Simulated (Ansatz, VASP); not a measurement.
## GaN: VASP beside Ansatz

Aim: how closely do two programs agree when they are given the same cell, functional and k mesh? The cell is taken from a series of runs on this material, whose earlier steps may have relaxed, scaled, displaced or heated it; both programs get it as it stands.

Method: plane waves, with VASP 6.6.1 beside it; G0W0 gap at PBE, in Ansatz 0.2.0.

### Step 1. Starting point

The cell holds 4 atoms: 2 Ga and 2 N. Its edges and angles: a = 3.211 Å, b = 3.211 Å, c = 29.400 Å, α = 90.0°, β = 90.0°, γ = 120.0°. Vacuum lies along c.

Coordinates:

```xyz
4
Lattice="3.2114 0.0000 0.0000 -1.6057 2.7811 0.0000 0.0000 0.0000 29.4000" Properties=species:S:1:pos:R:3
Ga    0.0000    1.8541   13.1884
Ga    0.0000    0.0000   16.2346
N     1.6057    0.9270   13.1521
N     0.0000    1.8541   16.2479
```

### Step 2. VASP: G0W0 gap, PBE

Quasiparticle shifts depend on high empty states and on the cores, so they are the hardest test of two PAW sets.

Lines of VASP's logs that name or quote its potential files are left out, and so is its time.

The run reads the wave functions of an earlier VASP run, which isn't shown here.

File INCAR:

```
SYSTEM = GaN
PREC = Accurate
ENCUT = 450
ISMEAR = 0
SIGMA = 0.01
LREAL = .FALSE.
GGA = PE
NBANDS = 176
ALGO = EVGW0
NELMGW = 1
ENCUTGW = 41
NOMEGA = 64
PRECFOCK = Fast
NBANDSGW = 32
LWAVE = .FALSE.
LCHARG = .FALSE.
```

File POSCAR:

```
GaN
1.0
    3.2113904918      0.0000000000      0.0000000000
   -1.6056952459      2.7811457474      0.0000000000
    0.0000000000      0.0000000000     29.4000000000
Ga N
2 2
Direct
    0.3333333333      0.6666666667      0.4485857969
    0.0000000000      0.0000000000      0.5521986251
    0.6666666667      0.3333333333      0.4473506236
    0.3333333333      0.6666666667      0.5526493764
```

File KPOINTS:

```
Automatic mesh
0
Gamma
6 6 1
0 0 0
```

Potentials, in the order of the species: Ga_d_GW and N_GW (PBE family, release 64).

Launch:

```console
mpirun -np 8 vasp_std
```

Numbers of over 12 decimals in the logs are rounded to 6 here.

The program printed:

```text
[banner, memory and clock lines left out]
running    8 mpi-ranks, on    1 nodes
 distrk:  each k-point on    8 cores,    1 groups
 distr:  one band on    1 cores,    8 groups

 POSCAR found type information on POSCAR GaN
 POSCAR found :  2 types and       4 ions
|                                                                             |
|           W    W    AA    RRRRR   N    N  II  N    N   GGGG   !!!           |
|           W    W   A  A   R    R  NN   N  II  NN   N  G    G  !!!           |
|           W    W  A    A  R    R  N N  N  II  N N  N  G       !!!           |
|           W WW W  AAAAAA  RRRRR   N  N N  II  N  N N  G  GGG   !            |
|           WW  WW  A    A  R   R   N   NN  II  N   NN  G    G                |
|           W    W  A    A  R    R  N    N  II  N    N   GGGG   !!!           |
|                                                                             |
|     For optimal performance we recommend to set                             |
|       NCORE = 2 up to number-of-cores-per-socket                            |
|     NCORE specifies how many cores store one orbital (NPAR=cpu/NCORE).      |
|     This setting can greatly improve the performance of VASP for DFT.       |
|     The default, NCORE=1 might be grossly inefficient on modern             |
|     multi-core architectures or massively parallel machines. Do your        |
|     Unfortunately you need to use the default for GW and RPA                |
|     calculations (for HF NCORE is supported but not extensively tested      |
|     yet).                                                                   |
|                                                                             |

|                                                                             |
|           W    W    AA    RRRRR   N    N  II  N    N   GGGG   !!!           |
|           W    W   A  A   R    R  NN   N  II  NN   N  G    G  !!!           |
|           W    W  A    A  R    R  N N  N  II  N N  N  G       !!!           |
|           W WW W  AAAAAA  RRRRR   N  N N  II  N  N N  G  GGG   !            |
|           WW  WW  A    A  R   R   N   NN  II  N   NN  G    G                |
|           W    W  A    A  R    R  N    N  II  N    N   GGGG   !!!           |
|                                                                             |
|     The default for ENCUTGWSOFT is different in this version of VASP.       |
|     please manually set ENCUTGWSOFT =41 in the INCAR file.                  |
|                                                                             |

 LDA part: xc-table for (Slater+PW92), standard interpolation
 found WAVECAR, reading the header
 POSCAR, INCAR and KPOINTS ok, starting setup
 FFT: planning ... GRIDC
 FFT: planning ... GRID_SOFT
 FFT: planning ... GRID
 reading WAVECAR
 the WAVECAR file was read successfully
 initial charge from wavefunction
 available memory per node:    106.71 GB, setting MAXMEM to    109272

 The Fermi energy was updated, please check that it is located mid-gap
 values below the HOMO (VB) or above the LUMO (CB) will cause erroneous energies
 E-fermi :  -2.5817

 calculate exact exchange contribution
 the WAVEDER file was read successfully
energies w=
    0.000    0.000    0.754    0.000    1.506    0.000    2.255    0.000
    3.000    0.000    3.738    0.000    4.468    0.000    5.191    0.000
    5.905    0.000    6.609    0.000    7.304    0.000    7.990    0.000
    8.666    0.000    9.333    0.000    9.991    0.000   10.642    0.000
   11.287    0.000   11.925    0.000   12.558    0.000   13.187    0.000
   13.814    0.000   14.439    0.000   15.064    0.000   15.690    0.000
   16.319    0.000   16.953    0.000   17.592    0.000   18.239    0.000
   18.895    0.000   19.563    0.000   20.244    0.000   20.942    0.000
   21.658    0.000   22.396    0.000   23.159    0.000   23.949    0.000
   24.772    0.000   25.631    0.000   26.532    0.000   27.479    0.000
   28.481    0.000   29.544    0.000   30.677    0.000   31.891    0.000
   33.198    0.000   34.613    0.000   36.152    0.000   37.837    0.000
   39.694    0.000   41.755    0.000   44.058    0.000   46.654    0.000
   49.608    0.000   53.001    0.000   56.945    0.000   61.588    0.000
   67.137    0.000   73.886    0.000   82.272    0.000   92.964    0.000
  107.056    0.000  126.449    0.000  154.783    0.000  200.000    0.000
 responsefunction array rank=     176
 LDA part: xc-table for (Slater+PW92), standard interpolation

 min. memory requirement per mpi rank    274.6 MB, per node   2196.5 MB

 allocating   8 responsefunctions rank=   176
 shmem allocating  64 responsefunctions rank=   176
 response function shared by NCSHMEM nodes    1
 Doing            8  frequencies on each core in blocks of           64
NQ=   1    0.0000    0.0000    0.0000,
|.........|.........|.........|.........|.........|.........|.........|.........
 performed        283000 updates of chi_q(r,r)
 total number of BLAS operations         64.80 Gflops
NQ=   2    0.1667   -0.0000    0.0000,
|.........|.........|.........|.........|.........|.........|.........|.........
 performed        791000 updates of chi_q(r,r)
 total number of BLAS operations        172.97 Gflops
NQ=   3    0.3333    0.0000    0.0000,
|.........|.........|.........|.........|.........|.........|.........|.........
 performed       1299000 updates of chi_q(r,r)
 total number of BLAS operations        268.27 Gflops
NQ=   4    0.5000    0.0000    0.0000,
|.........|.........|.........|.........|.........|.........|.........|.........
 performed       1706000 updates of chi_q(r,r)
 total number of BLAS operations        351.73 Gflops
NQ=   5    0.1667    0.1667    0.0000,
|.........|.........|.........|.........|.........|.........|.........|.........
 performed       2248000 updates of chi_q(r,r)
 total number of BLAS operations        462.87 Gflops
NQ=   6    0.3333    0.1667    0.0000,
|.........|.........|.........|.........|.........|.........|.........|.........
 performed       2858000 updates of chi_q(r,r)
 total number of BLAS operations        578.66 Gflops
NQ=   7    0.3333    0.3333    0.0000,
|.........|.........|.........|.........|.........|.........|.........|.........
 performed       3197000 updates of chi_q(r,r)
 total number of BLAS operations        635.05 Gflops
 resolving degeneracies of screened two electron integrals

 calculate QP shifts <psi_nk| G(iteration)W_0 |psi_nk>: iteration 1
 entering main loop
```

From OUTCAR (step 2):

```text
ion  position               nearest neighbor table
   1  0.333  0.667  0.449-   3 1.85   3 1.85   3 1.85
   2  0.000  0.000  0.552-   4 1.85   4 1.85   4 1.85
   3  0.667  0.333  0.447-   1 1.85   1 1.85   1 1.85
   4  0.333  0.667  0.553-   2 1.85   2 1.85   2 1.85

  LATTYP: Found a hexagonal cell.
 ALAT       =     3.2113904918
 C/A-ratio  =     9.1549128252

 Subroutine GETGRP returns: Found  6 space group operations
 (whereof  6 operations were pure point group operations)

The static configuration has the point symmetry C_3v.

 Found      7 irreducible k-points:

   k-points           NKPTS =      7   k-points in BZ     NKDIM =     36   number of bands    NBANDS=    176

   dimension x,y,z NGX =    24 NGY =   24 NGZ =  210
   dimension x,y,z NGXF=    48 NGYF=   48 NGZF=  420

   ENCUT  =  450.0 eV  33.07 Ry    5.75 a.u.   5.55  5.55 50.85*2*pi/ulx,y,z

   NELECT =      36.0000    total number of electrons

  energy-cutoff  :      450.00
  volume of cell :      262.58
      direct lattice vectors                 reciprocal lattice vectors
     3.211390492  0.000000000  0.000000000     0.311391593  0.179782020  0.000000000
    -1.605695246  2.781145747  0.000000000     0.000000000  0.359564040  0.000000000
     0.000000000  0.000000000 29.400000000     0.000000000  0.000000000  0.034013605

 k-points in reciprocal lattice and weights: Automatic mesh
   0.00000000  0.00000000  0.00000000       0.028
   0.16666667 -0.00000000  0.00000000       0.167
   0.33333333  0.00000000  0.00000000       0.167
   0.50000000  0.00000000  0.00000000       0.083
   0.16666667  0.16666667  0.00000000       0.167
   0.33333333  0.16666667  0.00000000       0.333
   0.33333333  0.33333333  0.00000000       0.056

 E-fermi :  -2.5817

 QP shifts <psi_nk| G(iteration)W_0 |psi_nk>: iteration 1
 for sc-GW calculations column KS-energies equals QP-energies in previous step
 and V_xc(KS)=  KS-energies - (<T + V_ion + V_H > + <T+V_H+V_ion>^1  + <V_x>^1)
 k-point   1 :       0.0000    0.0000    0.0000
  band No.  KS-energies  QP-energies   sigma(KS)   V_xc(KS)     V^pw_x(r,r')   Z            occupation Imag(sigma)
    ...
     15      -4.2024      -4.8650     -18.4270     -17.5762     -21.4065       0.7788       2.0000       0.1322
     16      -4.2024      -4.8650     -18.4270     -17.5762     -21.4065       0.7788       2.0000       0.1322
     17      -3.6813      -4.3320     -18.4172     -17.5818     -21.3800       0.7788       2.0000       0.1319
     18      -3.6813      -4.3320     -18.4172     -17.5818     -21.3800       0.7788       2.0000       0.1319
     19      -1.7397      -0.5775     -10.1033     -11.5185      -7.6222       0.8212       0.0000      -0.0917
     20      -0.3631       1.1202     -10.2135     -12.0380      -7.6158       0.8130       0.0000      -0.1058
     21       1.2121       1.5907      -3.1369      -3.5631      -1.6828       0.8882       0.0000      -0.0761
     22       1.6666       1.8691      -2.5202      -2.7445      -1.2765       0.9027       0.0000      -0.0663
    ...

 k-point   2 :       0.1667   -0.0000    0.0000
  band No.  KS-energies  QP-energies   sigma(KS)   V_xc(KS)     V^pw_x(r,r')   Z            occupation Imag(sigma)
    ...
     15      -5.5195      -6.3686     -16.7270     -15.6165     -19.7696       0.7647       2.0000       0.1796
     16      -4.7530      -5.5371     -15.2410     -14.2000     -18.3575       0.7532       2.0000       0.1886
     17      -4.7150      -5.3975     -17.9387     -17.0582     -21.0081       0.7751       2.0000       0.1428
     18      -4.1848      -4.8500     -17.9549     -17.0967     -21.0076       0.7751       2.0000       0.1422
     19      -0.3997       0.8472     -10.2340     -11.7695      -7.8568       0.8121       0.0000      -0.1024
     20       0.6820       2.0076      -9.1243     -10.7552      -6.7268       0.8128       0.0000      -0.1165
     21       1.7517       2.4580      -4.8576      -5.6772      -3.0973       0.8617       0.0000      -0.0951
     22       2.2347       2.7397      -3.9485      -4.5216      -2.3998       0.8811       0.0000      -0.0826
    ...

 k-point   3 :       0.3333    0.0000    0.0000
  band No.  KS-energies  QP-energies   sigma(KS)   V_xc(KS)     V^pw_x(r,r')   Z            occupation Imag(sigma)
    ...
     15      -5.6005      -6.2830     -17.1906     -16.2970     -20.4569       0.7636       2.0000       0.1652
     16      -5.4579      -6.3937     -14.5539     -13.2997     -17.6139       0.7462       2.0000       0.2161
     17      -5.0584      -5.7187     -17.2354     -16.3713     -20.4842       0.7642       2.0000       0.1640
     18      -4.0111      -4.7166     -15.8329     -14.8965     -18.9018       0.7535       2.0000       0.1693
     19       0.8541       2.2633     -10.0078     -11.7570      -7.1477       0.8056       0.0000      -0.1249
     20       1.1201       2.3533      -8.3794      -9.9034      -5.5705       0.8093       0.0000      -0.1264
     21       1.9981       3.3530      -8.5873     -10.2756      -5.8905       0.8025       0.0000      -0.1421
     22       2.7760       4.2151      -8.2792     -10.0545      -5.2442       0.8107       0.0000      -0.1424
    ...

 k-point   4 :       0.5000    0.0000    0.0000
  band No.  KS-energies  QP-energies   sigma(KS)   V_xc(KS)     V^pw_x(r,r')   Z            occupation Imag(sigma)
    ...
     15      -5.9966      -6.6651     -16.8680     -15.9886     -20.2301       0.7602       2.0000       0.1763
     16      -5.4501      -6.0954     -16.9222     -16.0740     -20.2656       0.7608       2.0000       0.1746
     17      -4.4746      -5.2406     -15.8173     -14.8025     -18.8511       0.7549       2.0000       0.1718
     18      -3.6854      -4.3832     -16.1625     -15.2362     -19.2246       0.7533       2.0000       0.1634
     19       0.3530       1.4683      -8.2206      -9.5894      -5.3265       0.8147       0.0000      -0.1124
     20       1.1935       2.5606      -9.1527     -10.8452      -6.1630       0.8077       0.0000      -0.1261
     21       2.0240       3.5672      -9.5146     -11.4319      -6.3952       0.8049       0.0000      -0.1327
     22       2.4156       3.7791      -8.1525      -9.8469      -5.0574       0.8047       0.0000      -0.1524
    ...

[... 3 further parts left out ...]
```

[end of part 1 of 2]

[Lines on the potential files, build, host, timing and source positions are cut from VASP's logs without a mark.]

[Logs are printed without paths, hosts, clocks, repeated set-up lines and the standing remarks that a program may print on its own settings, such as how far it seeks lower states.]

[Hosts, paths, dates, database ids (printed as entryN), source tags and the programs' standing remarks are cut or masked in the printed files.]
